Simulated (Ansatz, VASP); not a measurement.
**Cross-check of BaSr2Ti3O9 between VASP and Ansatz**

Wanted: the spread between two codes on one cell, functional and k mesh. The cell is generated by rule, not measured, and may not be a known phase. The cell is taken from a series of runs on this material, whose earlier steps may have relaxed, scaled, displaced or heated it; both programs get it as it stands.

Calculated with Ansatz 0.2.0; plane waves, with VASP 6.6.1 beside it; relaxation of cell and atoms at PBEsol.

The structure was built from a prototype and need not be the compound's stable phase.

### Step 1. Set-up

The structure is tetragonal, space group P4mm (No. 99). Conventional cell: a = 3.953 Å, b = 3.953 Å, c = 11.764 Å, α = 90.00°, β = 90.00°, γ = 90.00°. Nearest to Sr lie 12 O at 2.76 to 2.83 Å. Nearest to Sr lie 12 O at 2.76 to 2.79 Å. Nearest to O lie 2 Ti at 1.93 to 2.02 Å and 4 Sr at 2.79 Å. Nearest to O lie 2 Ti at 1.98 Å and 4 Sr at 2.76 Å. Nearest to O lie 2 Ti at 1.93 Å and 4 Sr at 2.79 Å. Nearest to O lie 2 Ti at 1.98 Å and 2 Sr at 2.76 Å and 2 Ba at 2.76 Å. It derives from SrTiO3. Farther neighbours and most contacts between anions are not listed.

Coordinates:

```cif
data_structure
_symmetry_space_group_name_H-M 'P4mm'
_symmetry_Int_Tables_number 99
_cell_length_a 3.9525
_cell_length_b 3.9525
_cell_length_c 11.7642
_cell_angle_alpha 90.000
_cell_angle_beta 90.000
_cell_angle_gamma 90.000
_cell_volume 183.78
loop_
_atom_site_label
_atom_site_type_symbol
_atom_site_symmetry_multiplicity
_atom_site_Wyckoff_symbol
_atom_site_fract_x
_atom_site_fract_y
_atom_site_fract_z
_atom_site_occupancy
Sr1 Sr 1 a 0.00000 0.00000 0.08603 1
Sr2 Sr 1 a 0.00000 0.00000 0.41397 1
O1 O 1 b 0.50000 0.50000 0.08603 1
O2 O 2 c 0.50000 0.00000 0.25000 1
O3 O 1 b 0.50000 0.50000 0.41397 1
O4 O 2 c 0.50000 0.00000 0.57795 1
O5 O 1 b 0.50000 0.50000 0.74192 1
O6 O 2 c 0.50000 0.00000 0.91397 1
Ti1 Ti 1 b 0.50000 0.50000 0.25000 1
Ti2 Ti 1 b 0.50000 0.50000 0.57795 1
Ti3 Ti 1 b 0.50000 0.50000 0.91397 1
Ba1 Ba 1 a 0.00000 0.00000 0.74192 1
```

### Step 2. VASP: relaxation of cell and atoms, PBEsol

The relaxed volume is the usual yardstick between codes: in a stiff, nearly cubic crystal its relative difference is about their pressure difference at one cell divided by the bulk modulus.

Lines of VASP's logs that name or quote its potential files are left out, and so is its time.

INCAR

```
SYSTEM = BaSr2Ti3O9
PREC = Accurate
ENCUT = 600
EDIFF = 1E-07
NELM = 120
ISMEAR = -1
SIGMA = 0.02
LREAL = .FALSE.
ALGO = Normal
GGA = PS
NBANDS = 75
LASPH = .TRUE.
LORBIT = 11
LWAVE = .FALSE.
LCHARG = .FALSE.
ISIF = 3
IBRION = 2
NSW = 80
EDIFFG = -0.005
GGA_COMPAT = .FALSE.
NELMIN = 4
EFERMI = MIDGAP
KPAR = 4
```

POSCAR

```
BaSr2Ti3O9
1.0
    3.9525000000      0.0000000000      0.0000000000
    0.0000000000      3.9525000000      0.0000000000
    0.0000000000      0.0000000000     11.7642130000
Sr O Ti Ba
2 9 3 1
Direct
    0.0000000000      0.0000000000      0.0860251340
    0.0000000000      0.0000000000      0.4139749085
    0.5000000000      0.5000000000      0.0860251340
    0.5000000000      0.0000000000      0.2499999787
    0.0000000000      0.5000000000      0.2499999787
    0.5000000000      0.5000000000      0.4139749085
    0.5000000000      0.0000000000      0.5779497532
    0.0000000000      0.5000000000      0.5779497532
    0.5000000000      0.5000000000      0.7419245979
    0.5000000000      0.0000000000      0.9139748660
    0.0000000000      0.5000000000      0.9139748660
    0.5000000000      0.5000000000      0.2499999787
    0.5000000000      0.5000000000      0.5779497532
    0.5000000000      0.5000000000      0.9139748660
    0.0000000000      0.0000000000      0.7419245979
```

KPOINTS

```
Automatic mesh
0
Gamma
6 6 2
0 0 0
```

Potentials, in the order of the species: Sr_sv, O, Ti_sv and Ba_sv (PBE family, release 64).

Run with:

```console
$ mpirun -np 4 vasp_std
```

Numbers of over 12 decimals in the logs are rounded to 6 here.

What it wrote:

```text
[banner, memory and clock lines left out]
running    4 mpi-ranks, on    1 nodes
 distrk:  each k-point on    1 cores,    4 groups
 distr:  one band on    1 cores,    1 groups

 POSCAR found type information on POSCAR SrO TiBa
 POSCAR found :  4 types and      15 ions
|                                                                             |
|               ----> ADVICE to this user running VASP <----                  |
|                                                                             |
|     You enforced a specific xc type in the INCAR file but a different       |
|     [... a line on the potential file left out ...]
|     I HOPE YOU KNOW WHAT YOU ARE DOING!                                     |
|                                                                             |

 LDA part: xc-table for (Slater+PW92), standard interpolation
 POSCAR, INCAR and KPOINTS ok, starting setup
 FFT: planning ... GRIDC
 FFT: planning ... GRID_SOFT
 FFT: planning ... GRID
 WAVECAR not read
 entering main loop
       N       E                     dE             d eps       ncg     rms          rms(c)
DAV:   1     0.166379923704E+04    0.16638E+04   -0.64866E+04  3000   0.194E+03
DAV:   2     0.144406425210E+03   -0.15194E+04   -0.14371E+04  3142   0.551E+02
DAV:   3    -0.134777468461E+03   -0.27918E+03   -0.27083E+03  3796   0.214E+02
DAV:   4    -0.154579307758E+03   -0.19802E+02   -0.19744E+02  4360   0.578E+01
DAV:   5    -0.155588996980E+03   -0.10097E+01   -0.10090E+01  4744   0.106E+01    0.437E+01
DAV:   6    -0.125550674096E+03    0.30038E+02   -0.16042E+02  4474   0.725E+01    0.240E+01
DAV:   7    -0.126195820053E+03   -0.64515E+00   -0.29020E+01  4135   0.236E+01    0.163E+01
DAV:   8    -0.126680737488E+03   -0.48492E+00   -0.80998E+00  4096   0.186E+01    0.875E+00
DAV:   9    -0.125888713850E+03    0.79202E+00   -0.30896E+00  3926   0.126E+01    0.184E+00
DAV:  10    -0.125866547854E+03    0.22166E-01   -0.24910E-01  4104   0.299E+00    0.100E+00
DAV:  11    -0.125880380683E+03   -0.13833E-01   -0.12760E-01  3728   0.141E+00    0.887E-01
DAV:  12    -0.125869363656E+03    0.11017E-01   -0.54059E-02  4344   0.135E+00    0.228E-01
DAV:  13    -0.125869266830E+03    0.96825E-04   -0.41678E-03  3701   0.383E-01    0.102E-01
DAV:  14    -0.125869383819E+03   -0.11699E-03   -0.54835E-04  4629   0.113E-01    0.105E-01
DAV:  15    -0.125869253542E+03    0.13028E-03   -0.37534E-04  4165   0.125E-01    0.205E-02
DAV:  16    -0.125869258902E+03   -0.53602E-05   -0.81003E-05  4282   0.365E-02    0.115E-02
DAV:  17    -0.125869259454E+03   -0.55176E-06   -0.45556E-06  3901   0.141E-02    0.105E-02
DAV:  18    -0.125869258483E+03    0.97088E-06   -0.13745E-06  3664   0.106E-02    0.486E-03
DAV:  19    -0.125869258227E+03    0.25534E-06   -0.45923E-07  3253   0.576E-03    0.252E-03
DAV:  20    -0.125869258148E+03    0.78977E-07   -0.12803E-07  2032   0.180E-03
   1 F= -.12586926E+03 E0= -.12586926E+03  d E =-.125869E+03
[... from here on, the cycles between the ionic steps are left out ...]
   2 F= -.12595519E+03 E0= -.12595519E+03  d E =-.859287E-01
  40 F= -.12602664E+03 E0= -.12602664E+03  d E =-.925184E-04
  41 F= -.12602665E+03 E0= -.12602665E+03  d E =-.964510E-04
  42 F= -.12602673E+03 E0= -.12602673E+03  d E =-.813844E-04
  43 F= -.12602676E+03 E0= -.12602676E+03  d E =-.112163E-03
  44 F= -.12602677E+03 E0= -.12602677E+03  d E =-.119569E-03
  45 F= -.12602679E+03 E0= -.12602679E+03  d E =-.185653E-04
  46 F= -.12602679E+03 E0= -.12602679E+03  d E =-.215409E-04
  47 F= -.12602680E+03 E0= -.12602680E+03  d E =-.101458E-04
  48 F= -.12602680E+03 E0= -.12602680E+03  d E =-.100061E-04
 curvature:  -0.88 expect dE=-0.998E-05 dE for cont linesearch -0.279E-07
 trial: gam= 0.66409 g(F)=  0.627E-05 g(S)=  0.504E-05 ort =-0.108E-05 (trialstep = 0.107E+01)
 search vector abs. value=  0.260E-04
 bond charge predicted
       N       E                     dE             d eps       ncg     rms          rms(c)
DAV:   1    -0.126026781310E+03    0.17515E-04   -0.47735E-03  3458   0.494E-01    0.303E-02
DAV:   2    -0.126026813290E+03   -0.31980E-04   -0.48714E-04  3194   0.955E-02    0.198E-02
DAV:   3    -0.126026809907E+03    0.33826E-05   -0.29755E-05  4332   0.248E-02    0.107E-02
DAV:   4    -0.126026808098E+03    0.18091E-05   -0.46962E-06  4221   0.152E-02    0.553E-03
DAV:   5    -0.126026807752E+03    0.34640E-06   -0.12056E-06  3938   0.759E-03    0.203E-03
DAV:   6    -0.126026807681E+03    0.71306E-07   -0.17199E-07  2356   0.224E-03
  49 F= -.12602681E+03 E0= -.12602681E+03  d E =-.885800E-05
 trial-energy change:   -0.000009  1 .order   -0.000008   -0.000011   -0.000006
 step:   2.1348(harm=  2.1348)  dis= 0.00123  next Energy=  -126.026810 (dE=-0.113E-04)
 reached required accuracy - stopping structural energy minimisation
```

OUTCAR, selected parts (step 2):

```text
ion  position               nearest neighbor table
   1  0.000  0.000  0.086-   4 2.76   5 2.76   5 2.76   4 2.76   3 2.79   3 2.79   3 2.79   3 2.79
                            10 2.83  11 2.83  10 2.83  11 2.83  12 3.40  12 3.40  12 3.40  12 3.40
   2  0.000  0.000  0.414-   7 2.76   8 2.76   8 2.76   7 2.76   5 2.76   4 2.76   4 2.76   5 2.76
                             6 2.79   6 2.79   6 2.79   6 2.79  13 3.40  13 3.40  13 3.40  13 3.40
   3  0.500  0.500  0.086-  12 1.93  14 2.02   1 2.79   1 2.79   1 2.79   1 2.79
   4  0.500  0.000  0.250-  12 1.98  12 1.98   1 2.76   1 2.76   2 2.76   2 2.76
   5  0.000  0.500  0.250-  12 1.98  12 1.98   1 2.76   1 2.76   2 2.76   2 2.76
   6  0.500  0.500  0.414-  13 1.93  12 1.93   2 2.79   2 2.79   2 2.79   2 2.79
   7  0.500  0.000  0.578-  13 1.98  13 1.98  15 2.76   2 2.76   2 2.76  15 2.76
   8  0.000  0.500  0.578-  13 1.98  13 1.98  15 2.76   2 2.76  15 2.76   2 2.76
   9  0.500  0.500  0.742-  13 1.93  14 2.02  15 2.79  15 2.79  15 2.79  15 2.79
  10  0.500  0.000  0.914-  14 1.98  14 1.98   1 2.83   1 2.83  15 2.83  15 2.83
  11  0.000  0.500  0.914-  14 1.98  14 1.98   1 2.83   1 2.83  15 2.83  15 2.83
  12  0.500  0.500  0.250-   3 1.93   6 1.93   5 1.98   4 1.98   4 1.98   5 1.98   1 3.40   1 3.40
                             1 3.40   1 3.40   2 3.40   2 3.40   2 3.40   2 3.40
  13  0.500  0.500  0.578-   6 1.93   9 1.93   8 1.98   7 1.98   7 1.98   8 1.98   2 3.40   2 3.40
                            15 3.40   2 3.40  15 3.40  15 3.40   2 3.40  15 3.40
  14  0.500  0.500  0.914-  10 1.98  11 1.98  10 1.98  11 1.98   3 2.02   9 2.02   1 3.45   1 3.45
                             1 3.45   1 3.45  15 3.45  15 3.45  15 3.45  15 3.45
  15  0.000  0.000  0.742-   7 2.76   8 2.76   8 2.76   7 2.76   9 2.79   9 2.79   9 2.79   9 2.79
                            10 2.83  11 2.83  10 2.83  11 2.83  13 3.40  13 3.40  13 3.40  13 3.40

  LATTYP: Found a simple tetragonal cell.
 ALAT       =     3.9525000000
 C/A-ratio  =     2.9763979760

 Subroutine GETGRP returns: Found  8 space group operations
 (whereof  8 operations were pure point group operations)

The static configuration has the point symmetry C_4v.

 Found     20 irreducible k-points:

   k-points           NKPTS =     20   k-points in BZ     NKDIM =     20   number of bands    NBANDS=     75

   dimension x,y,z NGX =    32 NGY =   32 NGZ =   96
   dimension x,y,z NGXF=    64 NGYF=   64 NGZF=  192

   ENCUT  =  600.0 eV  44.10 Ry    6.64 a.u.   7.89  7.89 23.50*2*pi/ulx,y,z

   NELECT =     120.0000    total number of electrons

 k-points in reciprocal lattice and weights: Automatic mesh
   0.00000000  0.00000000  0.00000000       0.014
   0.16666667  0.00000000  0.00000000       0.056
   0.33333333  0.00000000  0.00000000       0.056
   0.50000000  0.00000000  0.00000000       0.028
   0.16666667  0.16666667  0.00000000       0.056
   0.33333333  0.16666667  0.00000000       0.111
   0.50000000  0.16666667  0.00000000       0.056
   0.33333333  0.33333333  0.00000000       0.056
   0.50000000  0.33333333  0.00000000       0.056
[...]
0.50000000  0.33333333  0.50000000       0.056
   0.50000000  0.50000000  0.50000000       0.014

 average (electrostatic) potential at core
       1 -34.3325       2 -34.3128       3 -69.6930       4 -69.5072       5 -69.5072
       6 -69.6161       7 -69.5107       8 -69.5107       9 -69.4444      10 -69.5282
      11 -69.5282      12 -76.2665      13 -76.3148      14 -76.3266      15 -32.5588

 E-fermi :   4.8927

 k-point     1 :       0.0000    0.0000    0.0000
  band No.  band energies     occupation
    ...
     56       3.3308      2.00000
     57       3.3308      2.00000
     58       3.5506      2.00000
     59       3.5740      2.00000
     60       3.5740      2.00000
     61       5.7930      0.00000
     62       5.9035      0.00000
     63       5.9460      0.00000
     64       5.9809      0.00000
     65       5.9809      0.00000
    ...

 k-point     2 :       0.1667    0.0000    0.0000
  band No.  band energies     occupation
    ...
     56       3.0075      2.00000
     57       3.0103      2.00000
     58       3.0789      2.00000
     59       3.3662      2.00000
     60       3.4553      2.00000
     61       6.0134      0.00000
     62       6.3714      0.00000
     63       6.4128      0.00000
     64       6.4309      0.00000
     65       6.4680      0.00000
    ...

 k-point     3 :       0.3333    0.0000    0.0000
  band No.  band energies     occupation
    ...
     56       2.6809      2.00000
     57       3.1314      2.00000
     58       3.2286      2.00000
     59       3.4331      2.00000
     60       3.5232      2.00000
     61       6.0946      0.00000
     62       7.2552      0.00000
     63       7.2914      0.00000
     64       7.3009      0.00000
     65       7.3024      0.00000
    ...

  Total       -0.0215527     -0.0215527     -0.0013052      0.0000000      0.0000000      0.0000000
  in kB       -0.1896493     -0.1896493     -0.0114851      0.0000000      0.0000000      0.0000000
  external PRESSURE =      -0.1302613 kB  Pullay stress =       0.0000000 kB

  energy-cutoff  :      600.00
  volume of cell :      182.08
      direct lattice vectors                 reciprocal lattice vectors
     3.919449493 -0.000000000 -0.000000000     0.255137871 -0.000000000  0.000000000
     0.000000000  3.919449493 -0.000000000    -0.000000000  0.255137871 -0.000000000
    -0.000000000  0.000000000 11.852526486     0.000000000  0.000000000  0.084370197

 POSITION                                       TOTAL-FORCE (eV/Angst)
 -----------------------------------------------------------------------------------
     -0.00000      3.91945      1.02896         0.000000     -0.000000     -0.001471
     -0.00000      0.00000      4.92331        -0.000000      0.000000      0.004117
      1.95972      1.95972      0.95477        -0.000000     -0.000000     -0.000035
      1.95972      0.00000      2.89700         0.000000     -0.000000     -0.001792
      3.91945      1.95972      2.89700         0.000000     -0.000000     -0.001792
      1.95972      1.95972      4.85298        -0.000000      0.000000      0.000445
      1.95972      0.00000      6.76909         0.000000     -0.000000     -0.001670
      3.91945      1.95972      6.76909         0.000000     -0.000000     -0.001670
      1.95972      1.95972      8.79535        -0.000000      0.000000      0.000157
      1.95972      0.00000     10.88519         0.000000     -0.000000     -0.001272
      3.91945      1.95972     10.88519         0.000000     -0.000000     -0.001272
      1.95972      1.95972      2.99259        -0.000000      0.000000      0.001167
      1.95972      1.95972      6.88932        -0.000000      0.000000      0.002507
      1.95972      1.95972     10.95688        -0.000000      0.000000      0.002267
     -0.00000      3.91945      8.88179        -0.000000      0.000000      0.000314
 -----------------------------------------------------------------------------------
    total drift:                                0.000000     -0.000000      0.000043

  FREE ENERGIE OF THE ION-ELECTRON SYSTEM (eV)
  ---------------------------------------------------
  free  energy   TOTEN  =      -126.0268076806 eV

  energy  without entropy=     -126.0268076806  energy(sigma->0) =     -126.02680768

 reached required accuracy - stopping structural energy minimisation

 total charge
# of ion       s       p       d       tot
------------------------------------------
    1        1.997   5.761   0.206   7.964
    2        1.997   5.761   0.206   7.964
    3        1.559   3.475   0.000   5.033
    4        1.555   3.470   0.000   5.024
    5        1.555   3.470   0.000   5.024
    6        1.558   3.473   0.000   5.032
    7        1.556   3.470   0.000   5.026
    8        1.556   3.470   0.000   5.026
    9        1.556   3.457   0.000   5.013
   10        1.556   3.468   0.000   5.025
   11        1.556   3.468   0.000   5.025
   12        2.234   6.322   1.786  10.342
   13        2.229   6.312   1.770  10.312
   14        2.231   6.309   1.785  10.326
   15        2.005   5.636   0.353   7.994
--------------------------------------------------
tot         26.701  67.322   6.106 100.130

[... 3 further parts left out ...]
```

CONTCAR:

```
BaSr2Ti3O9
   1.00000000000000
     3.9194494928194135   -0.0000000000000000   -0.0000000000000000
     0.0000000000000000    3.9194494928194135   -0.0000000000000000
    -0.0000000000000000    0.0000000000000000   11.8525264855357761
  Sr              O               Ti              Ba
     2     9     3     1
Direct
     0.0000000000000000    1.0000000000000000    0.0868138851769324
     0.0000000000000000    0.0000000000000000    0.4153806982982112
     0.5000000000000000    0.5000000000000000    0.0805542995765986
     0.5000000000000000    0.0000000000000000    0.2444204108999663
     1.0000000000000000    0.5000000000000000    0.2444204108999663
     0.5000000000000000    0.5000000000000000    0.4094466187436020
     0.5000000000000000    0.0000000000000000    0.5711092618779807
     1.0000000000000000    0.5000000000000000    0.5711092618779807
     0.5000000000000000    0.5000000000000000    0.7420653171803453
     0.5000000000000000    0.0000000000000000    0.9183858582908171
     1.0000000000000000    0.5000000000000000    0.9183858582908171
     0.5000000000000000    0.5000000000000000    0.2524857210142603
     0.5000000000000000    0.5000000000000000    0.5812531970151541
     0.5000000000000000    0.5000000000000000    0.9244341550142026
     0.0000000000000000    1.0000000000000000    0.7493581203431660
```

This run has no spin polarisation, so a moment on Ti, if there is one, isn't seen. The run keeps the 8 symmetry operations of its start, so it cannot find a distortion of lower symmetry.

[end of part 1 of 2]

[Lines on the potential files, build, host, timing and source positions are cut from VASP's logs without a mark.]

[Logs are printed without paths, hosts, clocks, repeated set-up lines and the standing remarks that a program may print on its own settings, such as how far it seeks lower states.]

[Hosts, paths, dates, database ids (printed as entryN), source tags and the programs' standing remarks are cut or masked in the printed files.]
